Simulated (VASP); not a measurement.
These are TPSS meta-GGA, VASP's PBE PAW potentials (set 64) (plane waves; VASP) values and carry that method's errors.

VASP ran on this input.

INCAR:
```
# general
SYSTEM  = SrVO3
PREC    = Accurate
ENCUT   = 520
LREAL   = F
LASPH   = T

# electronic loop
EDIFF   = 1E-7
NELM    = 100
ALGO    = Normal
LMAXMIX = 4
LMIXTAU = T

# smearing
ISMEAR  = 1
SIGMA   = 0.1

# functional
METAGGA = TPSS

# ions
ISIF    = 2

# output
LWAVE   = F
LCHARG  = F
```

### KPOINTS
```
K-points
0
Gamma
  8 8 8
0 0 0
```

POSCAR:
```
SrVO3
1
    3.8470256321     0.0000000000     0.0000000000
    0.0000000000     3.8470256321     0.0000000000
    0.0000000000     0.0000000000     3.8470256321
Sr V O
1 1 3
Direct
  0.0000000000   0.0000000000   0.0000000000
  0.5000000000   0.5000000000   0.5000000000
  0.5000000000   0.0000000000   0.5000000000
  0.0000000000   0.5000000000   0.5000000000
  0.5000000000   0.5000000000   0.0000000000
```

POTCAR, in this order: Sr_sv V_sv O (PBE.64 set). Program: vasp_std.

Q: Predict the energy per atom (σ→0), band gap (on the k-mesh).

A: 
| Property | Result |
|---|---|
| energy per atom (σ→0) | -12.431 eV/atom |
| band gap (on the k-mesh) | none (metal, semimetal or under 0.01 eV) |

**OSZICAR**
```
...
DAV:  15    -0.621552063683E+02    0.21501E-03   -0.16108E-04  2368   0.108E-01    0.431E-02
DAV:  16    -0.621553966016E+02   -0.19023E-03   -0.11719E-04  2008   0.115E-01    0.102E-02
DAV:  17    -0.621554026839E+02   -0.60823E-05   -0.10070E-05  2000   0.309E-02    0.369E-03
DAV:  18    -0.621554045790E+02   -0.18951E-05   -0.70044E-07  1952   0.927E-03    0.301E-03
DAV:  19    -0.621554048354E+02   -0.25637E-06   -0.39103E-07  1464   0.739E-03    0.193E-03
DAV:  20    -0.621554046257E+02    0.20964E-06   -0.16512E-07   944   0.396E-03    0.644E-04
DAV:  21    -0.621554046342E+02   -0.84910E-08   -0.34477E-08   864   0.164E-03
   1 F= -.62155405E+02 E0= -.62154622E+02  d E =-.234908E-02
```

The compound is SrVO3 in the cubic perovskite structure. It was relaxed first. The run is not spin-polarised, so no magnetic state was tried. The electron count is odd and the run is not spin-polarised, which forces a metal.
